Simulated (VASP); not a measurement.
# BBi (relaxed from the NiAs type structure, space group P6_3/mmc): computed properties

Method: PBEsol GGA, VASP's PBE PAW potentials (set 64) (plane waves; VASP 6.6.1).

```json
{
 "space_group": "P6_3/mmc (194)",
 "cell": "a = 3.706 Å, b = 3.706 Å, c = 6.094 Å, α = 90.00°, β = 90.00°, γ = 120.00°",
 "volume_per_atom": "18.12 Å³/atom",
 "band gap (over mesh and band path)": "none (metal, semimetal or under 0.01 eV)",
 "density": "10.07 g/cm³"
}
```

```xyz
4
Lattice="3.7062 0.0000 0.0000 -1.8531 3.2096 0.0000 0.0000 0.0000 6.0937" Properties=species:S:1:pos:R:3 pbc="T T T"
B      0.0000     0.0000     6.0937
B      0.0000     0.0000     3.0469
Bi     0.0000     2.1397     1.5234
Bi     1.8531     1.0699     4.5703
```

Unless said otherwise, spin-orbit coupling is left out, though it shifts the bands of the heavy elements here.

The structure was generated: BBi was put into the NiAs type type (P6_3/mmc), which need not be its known phase. It was relaxed first, which changed the volume by +19 %. Symmetry was kept, so distortions that lower it aren't found.
